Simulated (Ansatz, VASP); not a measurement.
# CeRe3C in two plane-wave programs, part 2 of 2

Aim: how closely do two programs agree when they are given the same cell, functional and k mesh? The cell is invented: As first built, before any earlier steps moved the atoms (in the runner's words): it takes the CeRh3C structure with some of its atoms replaced by other elements, volume scaled by an estimate. It may not be a known or stable phase. The cell is taken from a series of VASP runs on this material, whose earlier steps may have relaxed, scaled or displaced it; both programs get it as it stands.

VASP 6.6.1 and Ansatz 0.2.0.

So far: The starting structure; VASP: relaxation of cell and atoms, PBE.

In doubt: a part-filled 4f shell, where there is one, can sit in one of many states, so energies may not be the lowest and differences between runs may mislead; derivatives with an open 4f shell can jump between states, which bears on forces and vibrations.

## (3) Ansatz: relaxation of cell and atoms, PBE

Level of this step: Ansatz beside VASP: Kohn-Sham DFT, plane waves, PBE (Ansatz).

Ansatz runs on its default PAW (the set named soft_2) files.

The same cell, functional, mesh and smearing now go to Ansatz, which takes its cutoff from its data sets.

File input.yaml:

```yaml
crystal:
  lattice:
    - [4.2393767378, 0.0, 0.0]
    - [0.0, 4.2393767378, 0.0]
    - [0.0, 0.0, 4.2393767378]
  atoms:
    - { symbol: Re, position: [0.0, 0.5, 0.5], spin: 1.0 }
    - { symbol: Re, position: [0.5, 0.5, 0.0], spin: 1.0 }
    - { symbol: Re, position: [0.5, 0.0, 0.5], spin: 1.0 }
    - { symbol: Ce, position: [0.0, 0.0, 0.0], spin: 1.0 }
    - { symbol: C, position: [0.5, 0.5, 0.5] }
hamiltonian:
  xc: pbe
  pseudopotentials: { kind: paw }
magnetization:
  spin_polarized: true
kpoints:
  mp_grid: { grid: [5, 5, 5] }
scf:
  occupations: { method: fermi_dirac, width: 0.05 }
relax:
  f_tol: 0.01
  max_steps: 60
  cell: { stress_tol: 0.05 }
output:
  forces: true
  stress: true
```

Command:

```sh
$ ansatz run input.yaml --threads 4 --pin off --max-ram 9216MiB --backend cpu --events-out ev --progress --plain --runs-dir out
```

Numbers of over 12 decimals in the logs are rounded to 6 here.

The log of the run:

```text
band count auto-derived: 41 (N_el = 61.0; filled up to band 31; 39 by the electrons, moments and atoms)
Engine: ansatz 0.2.0, aarch64-unknown-linux-gnu
Pseudopotentials: kind: paw
Pseudopotential: Re, paw, valence charge 15, recommended cutoff 420 eV (normal), Re.paw.azcp
Pseudopotential: Ce, paw, valence charge 12, recommended cutoff 420 eV (normal), Ce.paw.azcp
Pseudopotential: C, paw, valence charge 4, recommended cutoff 420 eV (normal), C.paw.azcp
Functional definition: PBE
  parameter kappa = 0.804
  parameter beta = 0.066725
  exchange = pbe_x(kappa = kappa, mu = beta*pi^2/3)
  correlation = pbe_c(beta = beta)
Crystal: 5 atoms, lattice volume = 76.191 Å³
Basis set: ecut = 420 eV, 1503 PW (Γ), exchange–correlation on 60×60×60 points (8 copies of the dense FFT grid, shifted against one another)
Bands: 41, of which v1, the nominal top of the filled ones, is band 31 counted from 1 (30 counted from 0)
Symmetry: 48 space group operations
Space group: Pm-3m (ITA 221), of the structure as read, at distance tolerance 4.2e-5 Å
Magnetic group: BNS 221.92 (UNI 1594), of the structure as read, at distance tolerance 4.2e-5 Å
k-points: 10 of 125
Non-local potential: Re, projectors of the file, l = 0: 3, l = 1: 2, l = 2: 2, l = 3: 1
Non-local potential: Ce, projectors of the file, l = 0: 3, l = 1: 2, l = 2: 2, l = 3: 3
Non-local potential: C, projectors of the file, l = 0: 2, l = 1: 2, l = 2: 1
PAW form: soft (Blöchl's): semilocal exchange-correlation on the pseudo side does not see the compensation charge
PAW one-centre angular grid: Re, 590 points (default); XC on 64 Gauss nodes
PAW one-centre angular grid: Ce, 590 points (default); XC on 64 Gauss nodes
PAW one-centre angular grid: C, 110 points (default); XC on 64 Gauss nodes
Initial density: superposition of atomic densities (chi_scale 0.1, normalization cell, long waves kept (reshape's long-wave potential 0.00 eV rms))
Starting moments: Σ|m| = 4 μB on 4 of 5 sites
Initial wavefunctions: pseudopotential atomic-orbital guess
Functional: x = pbe(κ = 0.804, μ = 0.219515), c = pbe(β = 0.066725)
SCF iter   1: F=—  HF=-39432.290325 eV  |F-HF|=—  |Δ(HF+E_count)|=         —  Δρ=8.10e-2 (↑8.10e-2 ↓6.61e-2)  dr2=9.28e0  dr2_m=5.67e-1  M=1.692 μB ∫|m|=1.806 μB  β_m=0.30  ethr=3.10e-3  ⟨swp⟩=5.0  Hψ=2751  notcnv=0
Mixer restart at iter 1: flushing history
preconditioner: auto → Kerker (q_TF=auto, 2.629 Å⁻¹)  [metal: Δε(μ)=0.052 eV  Ē_g=8.061 eV  σ=0.050 eV  W_gap=0.25  n_scr=26 (ndim 8)  ℏωp=25.2 eV  f_vac=0.001  D(μ)=5.46/eV (n_scr^D=56)]
spin=Collinear: Kerker preconditioning applied to the charge; magnetization (m = ρ↑ − ρ↓) channel mixes plain (no charge-response kernel on spin).
SCF iter   2: F=—  HF=-39430.780498 eV  |F-HF|=—  |Δ(HF+E_count)|=    1.51e0  Δρ=5.69e-2 (↑5.69e-2 ↓4.56e-2)  dr2=4.40e0  dr2_m=3.15e-1  M=1.532 μB ∫|m|=1.636 μB  β_m=0.62  ethr=3.10e-3  ⟨swp⟩=3.4  Hψ=1644  notcnv=0  defer=35
SCF iter   3: F=—  HF=-39429.451494 eV  |F-HF|=—  |Δ(HF+E_count)|=    1.33e0  Δρ=7.20e-3 (↑6.13e-3 ↓7.20e-3)  dr2=7.25e-2  dr2_m=8.65e-3  M=1.250 μB ∫|m|=1.312 μB  β_m=0.75  ethr=3.10e-3  ⟨swp⟩=4.4  Hψ=2179  notcnv=0  defer=35
SCF iter   4: F=—  HF=-39429.684878 eV  |F-HF|=—  |Δ(HF+E_count)|=         —  Δρ=7.30e-3 (↑6.49e-3 ↓7.30e-3)  dr2=2.14e-2  dr2_m=2.73e-2  M=0.765 μB ∫|m|=0.814 μB  β_m=0.75  ethr=1.19e-4  ⟨swp⟩=3.3  Hψ=1748  notcnv=0  defer=29
Mixer restart at iter 4: flushing history
SCF iter   5: F=—  HF=-39429.699023 eV  |F-HF|=—  |Δ(HF+E_count)|=   1.41e-2  Δρ=4.82e-3 (↑3.56e-3 ↓4.82e-3)  dr2=1.03e-2  dr2_m=9.90e-3  M=0.573 μB ∫|m|=0.606 μB  β_m=0.80  ethr=3.51e-5  ⟨swp⟩=2.6  Hψ=1391  notcnv=0  defer=29
SCF iter   6: F=—  HF=-39429.711761 eV  |F-HF|=—  |Δ(HF+E_count)|=   1.27e-2  Δρ=1.49e-3 (↑1.14e-3 ↓1.49e-3)  dr2=9.32e-4  dr2_m=1.05e-3  M=0.276 μB ∫|m|=0.287 μB  β_m=0.94  ethr=1.68e-5  ⟨swp⟩=3.1  Hψ=1599  notcnv=0  defer=29
SCF iter   7: F=—  HF=-39429.712592 eV  |F-HF|=—  |Δ(HF+E_count)|=   8.31e-4  Δρ=6.91e-4 (↑6.91e-4 ↓4.67e-4)  dr2=7.18e-5  dr2_m=2.10e-4  M=0.141 μB ∫|m|=0.145 μB  β_m=0.97  ethr=1.53e-6  ⟨swp⟩=2.2  Hψ=1545  notcnv=0  defer=29
SCF iter   8: F=—  HF=-39429.712773 eV  |F-HF|=—  |Δ(HF+E_count)|=   1.81e-4  Δρ=3.84e-4 (↑3.84e-4 ↓2.35e-4)  dr2=7.16e-5  dr2_m=5.96e-5  M=0.083 μB ∫|m|=0.085 μB  β_m=0.98  ethr=1.18e-7  ⟨swp⟩=2.0  Hψ=1573  notcnv=0  defer=29
SCF iter   9: F=—  HF=-39429.715847 eV  |F-HF|=—  |Δ(HF+E_count)|=   3.07e-3  Δρ=1.68e-4 (↑1.68e-4 ↓1.24e-4)  dr2=8.39e-6  dr2_m=1.35e-5  M=0.041 μB ∫|m|=0.042 μB  β_m=0.99  ethr=1.17e-7  ⟨swp⟩=2.0  Hψ=1335  notcnv=0  defer=29
SCF iter  10: F=—  HF=-39429.715865 eV  |F-HF|=—  |Δ(HF+E_count)|=   1.89e-5  Δρ=5.75e-5 (↑5.75e-5 ↓2.70e-5)  dr2=1.93e-6  dr2_m=9.68e-7  M=0.010 μB ∫|m|=0.011 μB  β_m=1.00  ethr=1.38e-8  ⟨swp⟩=2.1  Hψ=1446  notcnv=0  defer=29
SCF iter  11: F=—  HF=-39429.715866 eV  |F-HF|=—  |Δ(HF+E_count)|=   5.54e-7  Δρ=1.00e-5 (↑9.81e-6 ↓1.00e-5)  dr2=2.95e-7  dr2_m=2.36e-9  M=0.000 μB ∫|m|=0.000 μB  β_m=1.00  ethr=3.16e-9  ⟨swp⟩=2.0  Hψ=1434  notcnv=0  defer=29
SCF iter  12: F=—  HF=-39429.715867 eV  |F-HF|=—  |Δ(HF+E_count)|=   5.00e-7  Δρ=3.34e-6 (↑2.33e-6 ↓3.34e-6)  dr2=1.56e-8  dr2_m=1.23e-9  M=0.000 μB ∫|m|=0.000 μB  β_m=1.00  ethr=4.83e-10  ⟨swp⟩=2.0  Hψ=1193  notcnv=0  defer=29
SCF iter  13: F=—  HF=-39429.715867 eV  |F-HF|=—  |Δ(HF+E_count)|=   2.71e-8  Δρ=1.50e-6 (↑1.15e-6 ↓1.50e-6)  dr2=8.06e-9  dr2_m=6.42e-11  M=0.000 μB ∫|m|=0.000 μB  β_m=1.00  ethr=2.55e-11  ⟨swp⟩=2.0  Hψ=1412  notcnv=0  defer=29
SCF iter  14: F=-39429.715867 eV  HF=-39429.715867 eV  |F-HF|=1.72e-9  |Δ(HF+E_count)|=   5.21e-9  Δρ=7.79e-7 (↑7.79e-7 ↓5.69e-7)  dr2=1.81e-9  dr2_m=2.15e-11  M=-0.000 μB ∫|m|=0.000 μB  ethr=1.32e-11  ⟨swp⟩=2.0  Hψ=2418  notcnv=0
WARN: the starting moments were not kept: the SCF closed with an absolute magnetisation of 1.8e-5 μB, where they sum to 4 μB in size (4 sites). That is at most 0.1 of that sum. Measured as dr2_m measures the in/out step, that magnetisation stands 2.5e-11 eV from none, at or under the dr2_threshold of 1.0e-7 eV: it is no larger than a step whose dr2_m would equal this threshold. The system may hold no moment; this SCF [...]
SCF 1 converged in 14 iterations: F = -39429.715867 eV  dr2 = 1.81e-9
  greatest PAW one-centre occupation: 1.000 electrons in one spin orbital (limit 2), on the Re atom at site 2 (counted from 0), in its partial waves of l = 0
relax step   1: F+E_penalty+E_count = -39429.71586654 eV  Δ(F+E_penalty+E_count) = +0.000e0 eV  max|allowed force component| = 2.920e-28 eV/Å  Δτ_max = 0.0000 Å  P = -0.734 GPa  Ω = 76.191 Å³  (14 SCF iters, dr2 threshold 1.00e-7 eV, accepted)
[...]
relax step   2: F+E_penalty+E_count = -39429.71631488 eV  Δ(F+E_penalty+E_count) = -4.483e-4 eV  max|allowed force component| = 1.583e-29 eV/Å  Δτ_max = 0.0000 Å  P = +0.779 GPa  Ω = 75.711 Å³  energy of the carried Pulay correction = +5.029e-4 eV  (9 SCF iters, dr2 threshold 5.00e-7 eV, rejected (line search))
[...]
relax step   3: F+E_penalty+E_count = -39429.71665121 eV  Δ(F+E_penalty+E_count) = -7.847e-4 eV  max|allowed force component| = 2.572e-29 eV/Å  Δτ_max = 0.0000 Å  P = -0.004 GPa  Ω = 75.957 Å³  energy of the carried Pulay correction = +2.443e-4 eV  (11 SCF iters, accepted)
[...]
relax step   4: F+E_penalty+E_count = -39429.71638007 eV  Δ(F+E_penalty+E_count) = +2.711e-4 eV  max|allowed force component| = 1.125e-29 eV/Å  Δτ_max = 0.0000 Å  P = -0.005 GPa  Ω = 75.957 Å³  stress off target by 5.00e-3 GPa  SCF on the basis re-selected at this cell (its energy is not comparable with the rows above)  (6 SCF iters)
basis re-selected at this cell: Δ(F+E_penalty+E_count) = +2.711e-4 eV, ΔP = -0.001 GPa vs the last step (what re-selecting the basis moved, of the pressure what is left beyond the Pulay correction that the steps carried, after the strain that the cell walked since its last selection, with what the two solves' SCF thresholds leave and, on support functions, any second-order correction that the steps lacked; it is no m [...]
SCF converged after 6 iterations
Magnetization: 0.0000 μB (30.5000 up, 30.5000 down)
Absolute magnetization: 0.0000 μB (∫|ρ↑−ρ↓|, with the PAW one-centre terms)
Spin contamination: 0.0000 ħ² per cell (⟨S²⟩ above its minimum at these occupations)
Per-site moments (μB) at R_I (Å): [(7.116627706187977e-8, 0.873476), (7.1166277071674e-8, 0.873476), (7.116627695770198e-8, 0.873476), (8.7256492364746e-8, 1.235281), (-6.630063633237643e-9, 0.873476)]
Free energy (F): -39429.716380 eV
Harris-Foulkes:  -39429.716380 eV  (|F-HF|=1.46e-11)
Internal energy: -39429.648081 eV  (E = F + TS)
E sigma→0 (E₀):  -39429.682231 eV
Entropy (-TS):   -0.068299 eV (-13.660 meV/atom)
Fermi energy:    20.286934 eV
--- Per-component energies (eV) ---
  E_band       = -251.531533
  E_kinetic    = 2092.600083
  E_local      = -3125.840038  (includes V_loc(G=0)·N_el)
  E_nonlocal   = 126.633082
  E_hartree    = 1138.610255
  E_xc         = -1486.121861
  E_vxc        = -1223.828032  (∫ρ·V_xc dr)
  E_paw        = -31551.757398  (= ΣΔE_a)
  E_vpaw       = -398.316977  (= ΣTr[D̂ρ^β])
  E_aug_tail   = -0.000221  (compensation charges beyond the density's cutoff)
  E_ewald      = -6623.771984
  E_smearing   = -0.068299  (= −TS)
  E_closure    = -0.000000  (closes the sum)
  Σ components = -39429.716380   (vs F -39429.716380, Δ=0.00e0)
--- Forces (eV/Å), atoms counted from 1 ---
  atom   1  Re     0.00000000     0.00000000     0.00000000
  atom   2  Re     0.00000000    -0.00000000    -0.00000000
  atom   3  Re     0.00000000    -0.00000000     0.00000000
  atom   4  Ce     0.00000000     0.00000000     0.00000000
  atom   5  C      0.00000000    -0.00000000    -0.00000000
  max |Σ_I F_I| component: 1.74e-29 eV/Å
--- Stress (GPa, compression-positive) ---
       -0.005003       0.000000       0.000000
        0.000000      -0.005003      -0.000000
        0.000000      -0.000000      -0.005003
  P = ⅓ Tr σ = -0.0050 GPa (-0.050 kbar)
--- Relaxed structure (3 steps of the walk, 2 accepted, 1 SCFs on fresh bases) ---
  F+E_penalty+E_count = -39429.71638007 eV   max|allowed force component| = 1.125e-29 eV/Å   (the final SCF, on the basis selected at the relaxed cell)
  cell:  # Å, volume = 75.9575 Å³
    - [4.235033, 0, 0]
    - [0, 4.235033, 0.0]
    - [0, 0.0, 4.235033]
  atoms:
    - { symbol: Re, position: [0, 0.5, 0.5] }
    - { symbol: Re, position: [0.5, 0.5, 0] }
    - { symbol: Re, position: [0.5, 0, 0.5] }
    - { symbol: Ce, position: [0, 0, 0] }
    - { symbol: C, position: [0.5, 0.5, 0.5] }
```

It took 7 s on 4 threads of Arm Neoverse V1, shared host; peak memory 0.43 GiB.

## (4) Comparison

Known differences besides the potentials themselves: both relaxations stop at a tolerance, which leaves soft axes loose, and VASP keeps its plane-wave basis; the data sets hold 61 valence electrons in Ansatz (default PAW (the set named soft_2) files) and 37 in VASP; the cutoff is 420 eV in Ansatz and 520 eV in VASP; VASP leaves aspherical gradient terms in its spheres out (LASPH is not set), Ansatz keeps them; Ansatz adds a Pulay correction to the stress that steers its cell, VASP none. Total energies have different zeros and are not compared.

Both answers:

```csv
quantity,Ansatz,VASP,difference
volume (Å³),75.96,76.19,-0.31 %
"edge a after relaxation, in the typed setting (Å)",4.235,4.239,-0.10 %
```

The walks stopped with -0.01 GPa left in Ansatz and 0.00 GPa in VASP; each walk ends within a tolerance, so the volume difference is uncertain by about these residues over the bulk modulus, most in soft cells.

## (5) Outcome

| Item | Value |
| --- | --- |
| difference in volume (relaxation of cell and atoms, PBE) | -0.31 % |

In words: The difference in volume is -0.31 % (relaxation of cell and atoms, PBE), within the 1.2 % picked in this series as the mark of a large difference, as far as the stopping tolerances let one tell. Such differences can come from data sets, numerical settings and the points named under the comparisons, not from the functional's error against experiment.

[Lines on the potential files, build, host, timing and source positions are cut from VASP's logs without a mark.]

[Logs are printed without paths, hosts, clocks, repeated set-up lines and the standing remarks that a program may print on its own settings, such as how far it seeks lower states.]

[Hosts, paths, dates, database ids (printed as entryN), source tags and the programs' standing remarks are cut or masked in the printed files.]
